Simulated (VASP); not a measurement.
A VASP calculation is set up with these files.

### POSCAR
```
SnTe
1
    0.0000000000     3.1600000000     3.1600000000
    3.1600000000     0.0000000000     3.1600000000
    3.1600000000     3.1600000000     0.0000000000
Sn Te
1 1
Direct
  0.0000000000   0.0000000000   0.0000000000
  0.5000000000   0.5000000000   0.5000000000
```

### KPOINTS
```
Automatic mesh
0
Gamma
7 7 7
0 0 0
```

### INCAR
```
SYSTEM = SnTe
PREC = Accurate
ENCUT = 520
EDIFF = 1E-6
NELM = 100
ALGO = Normal
LREAL = .FALSE.
LASPH = .TRUE.
ISMEAR = 0
SIGMA = 0.05
GGA = PE
IVDW = 13
LMAXMIX = 4
LWAVE = .FALSE.
LCHARG = .FALSE.
IBRION = 2
ISIF = 3
NSW = 60
EDIFFG = -0.01
```

POTCAR, in this order: Sn_d Te (PBE.64 set). Program: vasp_std.

Translate this PBE-D4 calculation to Ansatz.

One equivalent input (not run):
Ansatz 0.2 input:
```yaml
crystal:
  lattice:
    - [0.0000000, 3.1600000, 3.1600000]
    - [3.1600000, 0.0000000, 3.1600000]
    - [3.1600000, 3.1600000, 0.0000000]
  atoms:
    - { symbol: Sn, position: [0.0000000, 0.0000000, 0.0000000] }
    - { symbol: Te, position: [0.5000000, 0.5000000, 0.5000000] }
kpoints:
  mp_grid: { grid: [7, 7, 7] }
hamiltonian:
  xc: pbe
  dispersion: d4
  pseudopotentials: { kind: paw }
scf:
  occupations: { method: gaussian, width: 0.05 }
  max_iter: 100
relax:
  max_steps: 60
  f_tol: 0.01
  cell: {}
output: { forces: true, stress: true, eigenvalues: true }
```
What does not carry over: each code has its own PAW files, so the cut-off isn't converted (ENCUT is set for VASP's; basis.ecutwfc is left out, and Ansatz then takes the one that its files recommend); Ansatz stops its SCF on the density residual and VASP on the energy change (EDIFF).

The compound is SnTe in the rock salt structure, which distorts at low temperature. This run relaxes it. Symmetry was kept, so distortions that lower it aren't found.
